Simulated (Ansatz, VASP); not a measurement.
# BaTi2Bi2O in two plane-wave programs

Aim: how closely do two programs agree when they are given the same cell, functional and k mesh? The cell is taken from a series of runs on this material, whose earlier steps may have relaxed, scaled, displaced or heated it; both programs get it as it stands.

Method: plane waves, with VASP 6.6.1 beside it; zone-centre phonons at PBEsol, in Ansatz 0.2.0.

## 1. The starting structure

It takes space group P4/mmm (No. 123, tetragonal). The conventional cell has a = 4.052 Å, b = 4.052 Å, c = 8.474 Å, α = 90.00°, β = 90.00°, γ = 90.00°. Nearest to Ba lie 8 Bi at 3.56 Å. Ti has 2 O at 2.03 Å nearest. Nearest to Bi lie 4 Ti at 2.93 Å. O has 4 Ti at 2.03 Å nearest. Farther neighbours and most contacts between anions are not listed.

Structure file:

```cif
data_structure
_symmetry_space_group_name_H-M 'P4/mmm'
_symmetry_Int_Tables_number 123
_cell_length_a 4.0524
_cell_length_b 4.0524
_cell_length_c 8.4744
_cell_angle_alpha 90.000
_cell_angle_beta 90.000
_cell_angle_gamma 90.000
_cell_volume 139.16
loop_
_atom_site_label
_atom_site_type_symbol
_atom_site_symmetry_multiplicity
_atom_site_Wyckoff_symbol
_atom_site_fract_x
_atom_site_fract_y
_atom_site_fract_z
_atom_site_occupancy
Ba1 Ba 1 d 0.50000 0.50000 0.50000 1
Ti1 Ti 2 f 0.00000 0.50000 0.00000 1
Bi1 Bi 2 g 0.00000 0.00000 0.24981 1
O1 O 1 c 0.50000 0.50000 0.00000 1
```

## 2. VASP: zone-centre phonons, PBEsol

Second derivatives magnify differences that forces hide, and they need a tight electronic threshold.

Lines of VASP's logs that name or quote its potential files are left out, and so is its time.

The input, INCAR:

```
SYSTEM = BaTi2Bi2O
PREC = Accurate
ENCUT = 600
EDIFF = 1E-08
NELM = 120
ISMEAR = 1
SIGMA = 0.2
LREAL = .FALSE.
ALGO = Normal
GGA = PS
NBANDS = 43
LASPH = .TRUE.
LORBIT = 11
LWAVE = .FALSE.
LCHARG = .FALSE.
ISIF = 2
IBRION = 8
GGA_COMPAT = .FALSE.
KPAR = 2
```

The input, POSCAR:

```
BaTi2Bi2O
1.0
    4.0523746416      0.0000000000      0.0000000000
    0.0000000000      4.0523746416      0.0000000000
    0.0000000000      0.0000000000      8.4744069899
Ba Ti Bi O
1 2 2 1
Direct
    0.5000000000      0.5000000000      0.5000000000
    0.0000000000      0.5000000000      0.0000000000
    0.5000000000      0.0000000000      0.0000000000
    0.0000000000      0.0000000000      0.2498079491
    0.0000000000      0.0000000000      0.7501920509
    0.5000000000      0.5000000000      0.0000000000
```

The input, KPOINTS:

```
Automatic mesh
0
Gamma
4 4 2
0 0 0
```

The projector-augmented-wave data sets are Ba_sv, Ti_sv, Bi_d and O (PBE family, release 64).

The run is started by

```sh
$ mpirun -np 2 vasp_std
```

Numbers of over 12 decimals in the logs are rounded to 6 here.

Output:

```text
[banner, memory and clock lines left out]
running    2 mpi-ranks, on    1 nodes
 distrk:  each k-point on    1 cores,    2 groups
 distr:  one band on    1 cores,    1 groups

 POSCAR found type information on POSCAR BaTiBiO
 POSCAR found :  4 types and       6 ions
|                                                                             |
|               ----> ADVICE to this user running VASP <----                  |
|                                                                             |
|     You enforced a specific xc type in the INCAR file but a different       |
|     [... a line on the potential file left out ...]
|     I HOPE YOU KNOW WHAT YOU ARE DOING!                                     |
|                                                                             |

 LDA part: xc-table for (Slater+PW92), standard interpolation
 POSCAR, INCAR and KPOINTS ok, starting setup
 FFT: planning ... GRIDC
 FFT: planning ... GRID_SOFT
 FFT: planning ... GRID
 WAVECAR not read
 entering main loop
       N       E                     dE             d eps       ncg     rms          rms(c)
DAV:   1     0.100258792031E+04    0.10026E+04   -0.37815E+04  1032   0.210E+03
DAV:   2     0.107541228470E+03   -0.89505E+03   -0.87662E+03  1080   0.605E+02
DAV:   3    -0.342108660836E+02   -0.14175E+03   -0.13813E+03  1586   0.226E+02
DAV:   4    -0.453705769159E+02   -0.11160E+02   -0.11063E+02  1616   0.567E+01
DAV:   5    -0.461145084016E+02   -0.74393E+00   -0.74301E+00  1560   0.105E+01    0.191E+01
DAV:   6    -0.436511134972E+02    0.24634E+01   -0.69957E+01  1485   0.393E+01    0.130E+01
DAV:   7    -0.405396105308E+02    0.31115E+01   -0.23987E+01  1380   0.251E+01    0.652E+00
DAV:   8    -0.403704280005E+02    0.16918E+00   -0.22337E+00  1284   0.678E+00    0.271E+00
DAV:   9    -0.403197122141E+02    0.50716E-01   -0.80616E-01  1538   0.438E+00    0.129E+00
DAV:  10    -0.403091503289E+02    0.10562E-01   -0.12797E-01  1394   0.201E+00    0.689E-01
DAV:  11    -0.403094612304E+02   -0.31090E-03   -0.17641E-02  1365   0.767E-01    0.155E-01
DAV:  12    -0.403093770642E+02    0.84166E-04   -0.20165E-03  1493   0.205E-01    0.515E-02
DAV:  13    -0.403093383904E+02    0.38674E-04   -0.17834E-04  1480   0.704E-02    0.276E-02
DAV:  14    -0.403093410114E+02   -0.26210E-05   -0.57550E-05  1533   0.441E-02    0.821E-03
DAV:  15    -0.403093402975E+02    0.71399E-06   -0.84017E-06  1448   0.179E-02    0.381E-03
DAV:  16    -0.403093398483E+02    0.44918E-06   -0.71532E-07  1480   0.469E-03    0.985E-04
DAV:  17    -0.403093398759E+02   -0.27607E-07   -0.10877E-07  1224   0.167E-03    0.302E-04
DAV:  18    -0.403093398852E+02   -0.93496E-08   -0.93109E-09   880   0.571E-04
   1 F= -.40309340E+02 E0= -.40307812E+02  d E =-.458479E-02
 Linear response reoptimize wavefunctions to high precision
DAV:   1    -0.403093398821E+02    0.31305E-08   -0.21666E-09   760   0.361E-04
DAV:   2    -0.403093398821E+02    0.25466E-10   -0.79413E-10   696   0.175E-04
 Linear response DOF=           9
 Linear response progress:
  Degree of freedom:   1/  9
       N       E                     dE             d eps       ncg     rms          rms(c)
RMM:   1    -0.191063862662E+00   -0.19106E+00    0.25105E-01  2674   0.108E+00
RMM:   2    -0.198689105658E+00   -0.76252E-02   -0.40735E-02  2863   0.307E-01    0.685E-02
RMM:   3    -0.198857600783E+00   -0.16850E-03   -0.53493E-03  2973   0.124E-01    0.533E-02
RMM:   4    -0.199001292715E+00   -0.14369E-03   -0.64255E-04  3047   0.593E-02    0.186E-02
RMM:   5    -0.199137577897E+00   -0.13629E-03   -0.12867E-04  3101   0.244E-02    0.769E-03
RMM:   6    -0.199158611419E+00   -0.21034E-04   -0.29417E-05  2994   0.122E-02    0.604E-03
RMM:   7    -0.199211021275E+00   -0.52410E-04   -0.12042E-05  3004   0.736E-03    0.141E-03
RMM:   8    -0.199219549307E+00   -0.85280E-05   -0.56349E-06  3103   0.409E-03    0.643E-04
RMM:   9    -0.199220438347E+00   -0.88904E-06   -0.20874E-06  3214   0.262E-03    0.249E-04
RMM:  10    -0.199219602851E+00    0.83550E-06   -0.25336E-06  3363   0.184E-03    0.722E-05
RMM:  11    -0.199219518402E+00    0.84449E-07   -0.15817E-06  3548   0.141E-03    0.761E-05
RMM:  12    -0.199219983226E+00   -0.46482E-06   -0.16629E-06  3529   0.116E-03    0.388E-05
RMM:  13    -0.199220367661E+00   -0.38444E-06   -0.14111E-06  3572   0.101E-03    0.170E-05
RMM:  14    -0.199220435459E+00   -0.67798E-07   -0.13990E-06  3593   0.911E-04    0.177E-05
RMM:  15    -0.199220680178E+00   -0.24472E-06   -0.10988E-06  3539   0.839E-04    0.702E-06
RMM:  16    -0.199220699286E+00   -0.19108E-07   -0.12177E-06  3518   0.775E-04    0.975E-06
RMM:  17    -0.199220781560E+00   -0.82275E-07   -0.88138E-07  3589   0.730E-04    0.126E-05
RMM:  18    -0.199220677923E+00    0.10364E-06   -0.79276E-07  3409   0.700E-04    0.378E-05
[...]
RMM:  16    -0.757155481746E+00   -0.18598E-06   -0.95667E-05  3231   0.905E-03    0.179E-04
RMM:  17    -0.757155063848E+00    0.41790E-06   -0.38089E-05  3506   0.851E-03    0.238E-04
RMM:  18    -0.757155952259E+00   -0.88841E-06   -0.68493E-05  3601   0.812E-03    0.318E-04
RMM:  19    -0.757156592082E+00   -0.63982E-06   -0.52144E-05  3611   0.780E-03    0.384E-04
RMM:  20    -0.757157764279E+00   -0.11722E-05   -0.72119E-05  3637   0.752E-03    0.447E-04
[...]
RMM:  21    -0.336698956377E+00    0.16855E-08   -0.60788E-07  3636   0.520E-04    0.592E-05
RMM:  22    -0.336698956804E+00   -0.42685E-09   -0.62647E-07  3796   0.495E-04    0.639E-05
 first order change of Fermi-energy  -0.40475E-03
 force on displaced ion       4 direction 1 :  -3.528   0.000   0.001
 Linear response progress:
  Degree of freedom:   7/  9
       N       E                     dE             d eps       ncg     rms          rms(c)
RMM:   1    -0.356902351294E+00   -0.35690E+00    0.34888E-01  1392   0.578E+00
RMM:   2    -0.362130229458E+00   -0.52279E-02   -0.47063E-02  1882   0.867E-01    0.132E-01
RMM:   3    -0.362780926551E+00   -0.65070E-03   -0.59274E-03  1909   0.375E-01    0.171E-01
RMM:   4    -0.362382911489E+00    0.39802E-03   -0.15844E-03  1811   0.191E-01    0.442E-02
RMM:   5    -0.362592308354E+00   -0.20940E-03   -0.76410E-04  2105   0.106E-01    0.206E-02
RMM:   6    -0.362608241732E+00   -0.15933E-04   -0.21751E-04  2135   0.521E-02    0.114E-02
RMM:   7    -0.362640547167E+00   -0.32305E-04   -0.10528E-04  2268   0.281E-02    0.675E-03
RMM:   8    -0.362634652121E+00    0.58950E-05   -0.36496E-05  2164   0.169E-02    0.324E-03
RMM:   9    -0.362642709352E+00   -0.80572E-05   -0.88220E-06  2333   0.103E-02    0.160E-03
RMM:  10    -0.362636448968E+00    0.62604E-05    0.57975E-07  2186   0.635E-03    0.797E-04
RMM:  11    -0.362633972034E+00    0.24769E-05    0.83282E-06  2254   0.427E-03    0.366E-04
RMM:  12    -0.362632954555E+00    0.10175E-05   -0.18433E-06  2343   0.289E-03    0.285E-04
RMM:  13    -0.362632158341E+00    0.79621E-06   -0.45559E-07  2267   0.230E-03    0.275E-04
RMM:  14    -0.362633762463E+00   -0.16041E-05    0.22463E-06  2166   0.186E-03    0.446E-04
RMM:  15    -0.362633751426E+00    0.11037E-07   -0.27491E-06  2337   0.144E-03    0.346E-04
RMM:  16    -0.362633673796E+00    0.77631E-07    0.31999E-06  2420   0.119E-03    0.450E-04
RMM:  17    -0.362633611471E+00    0.62325E-07    0.13331E-07  2348   0.105E-03    0.467E-04
RMM:  18    -0.362633632392E+00   -0.20921E-07    0.21788E-06  2443   0.952E-04    0.502E-04
RMM:  19    -0.362633625663E+00    0.67296E-08    0.40327E-07  2415   0.880E-04    0.534E-04
 first order change of Fermi-energy  -0.15786E+00
 force on displaced ion       4 direction 3 :   0.000  -0.000  -9.121
 Linear response progress:
  Degree of freedom:   8/  9
       N       E                     dE             d eps       ncg     rms          rms(c)
RMM:   1    -0.365073454637E+00   -0.36507E+00    0.33557E-01  2854   0.167E+00
RMM:   2    -0.364625672821E+00    0.44778E-03   -0.26668E-02  2745   0.387E-01    0.127E-01
RMM:   3    -0.366960004958E+00   -0.23343E-02   -0.79556E-03  2740   0.169E-01    0.726E-02
RMM:   4    -0.368558491696E+00   -0.15985E-02   -0.19292E-03  2890   0.981E-02    0.251E-02
RMM:   5    -0.368982813902E+00   -0.42432E-03   -0.43439E-04  3075   0.458E-02    0.121E-02
RMM:   6    -0.369015776302E+00   -0.32962E-04   -0.15019E-04  3172   0.234E-02    0.769E-03
RMM:   7    -0.369034289923E+00   -0.18514E-04   -0.39641E-05  3179   0.128E-02    0.321E-03
RMM:   8    -0.369037193762E+00   -0.29038E-05   -0.38737E-05  3276   0.724E-03    0.173E-03
RMM:   9    -0.369027192814E+00    0.10001E-04   -0.12484E-05  3226   0.447E-03    0.511E-04
RMM:  10    -0.369030414301E+00   -0.32215E-05   -0.83306E-06  3430   0.260E-03    0.235E-04
RMM:  11    -0.369030652762E+00   -0.23846E-06   -0.76164E-08  3498   0.155E-03    0.831E-05
RMM:  12    -0.369031562855E+00   -0.91009E-06   -0.35267E-06  3544   0.102E-03    0.365E-05
RMM:  13    -0.369031745966E+00   -0.18311E-06   -0.97931E-08  3535   0.714E-04    0.291E-05
RMM:  14    -0.369032394475E+00   -0.64851E-06    0.32934E-07  3443   0.551E-04    0.123E-05
RMM:  15    -0.369032221814E+00    0.17266E-06    0.11112E-07  3539   0.434E-04    0.148E-05
RMM:  16    -0.369032337810E+00   -0.11600E-06   -0.21927E-07  3558   0.365E-04    0.104E-05
RMM:  17    -0.369032318928E+00    0.18882E-07    0.17910E-07  3381   0.315E-04    0.186E-05
RMM:  18    -0.369032328493E+00   -0.95658E-08    0.30039E-08  3361   0.284E-04    0.220E-05
 first order change of Fermi-energy  -0.82695E-03
 force on displaced ion       6 direction 1 : -13.522   0.000   0.000
 Linear response progress:
  Degree of freedom:   9/  9
       N       E                     dE             d eps       ncg     rms          rms(c)
RMM:   1    -0.376368483848E+00   -0.37637E+00    0.39750E-01  1857   0.147E+00
RMM:   2    -0.371942697660E+00    0.44258E-02   -0.10384E-02  1771   0.271E-01    0.943E-02
RMM:   3    -0.373171274246E+00   -0.12286E-02   -0.36996E-03  1766   0.121E-01    0.452E-02
RMM:   4    -0.374151544302E+00   -0.98027E-03   -0.73507E-04  1852   0.601E-02    0.161E-02
RMM:   5    -0.374350070000E+00   -0.19853E-03   -0.20370E-04  2018   0.259E-02    0.605E-03
RMM:   6    -0.374401568330E+00   -0.51498E-04   -0.54819E-05  2013   0.127E-02    0.223E-03
RMM:   7    -0.374405944382E+00   -0.43761E-05   -0.16482E-05  2008   0.644E-03    0.145E-03
RMM:   8    -0.374412624074E+00   -0.66797E-05   -0.58301E-06  2034   0.393E-03    0.412E-04
RMM:   9    -0.374411151588E+00    0.14725E-05   -0.65680E-06  2192   0.213E-03    0.172E-04
RMM:  10    -0.374413515723E+00   -0.23641E-05   -0.24149E-06  2190   0.132E-03    0.584E-05
RMM:  11    -0.374413200676E+00    0.31505E-06    0.16270E-06  2296   0.880E-04    0.531E-05
RMM:  12    -0.374413982427E+00   -0.78175E-06   -0.41918E-07  2169   0.657E-04    0.227E-05
RMM:  13    -0.374413928377E+00    0.54050E-07    0.39406E-08  2248   0.508E-04    0.180E-05
RMM:  14    -0.374414121555E+00   -0.19318E-06   -0.55836E-07  2281   0.421E-04    0.960E-06
RMM:  15    -0.374414308705E+00   -0.18715E-06   -0.34793E-07  2286   0.362E-04    0.602E-06
RMM:  16    -0.374414260448E+00    0.48257E-07   -0.59867E-07  2245   0.315E-04    0.105E-05
RMM:  17    -0.374414271632E+00   -0.11184E-07   -0.55542E-07  2329   0.284E-04    0.107E-05
RMM:  18    -0.374414236920E+00    0.34712E-07   -0.58493E-07  2240   0.267E-04    0.239E-05
RMM:  19    -0.374414283704E+00   -0.46784E-07   -0.65629E-07  2230   0.252E-04    0.165E-05
RMM:  20    -0.374414302705E+00   -0.19001E-07   -0.62897E-07  2276   0.236E-04    0.132E-05
RMM:  21    -0.374414305655E+00   -0.29497E-08   -0.59095E-07  2286   0.221E-04    0.130E-05
RMM:  22    -0.374414308097E+00   -0.24424E-08   -0.46706E-07  1932   0.213E-04    0.148E-05
 first order change of Fermi-energy  -0.63320E-04
 force on displaced ion       6 direction 3 :   0.000  -0.000  -4.408
 Linear response finished
```

(Part 1 of 3 ends here.)

[Lines on the potential files, build, host, timing and source positions are cut from VASP's logs without a mark.]

[Logs are printed without paths, hosts, clocks, repeated set-up lines and the standing remarks that a program may print on its own settings, such as how far it seeks lower states.]

[Hosts, paths, dates, database ids (printed as entryN), source tags and the programs' standing remarks are cut or masked in the printed files.]
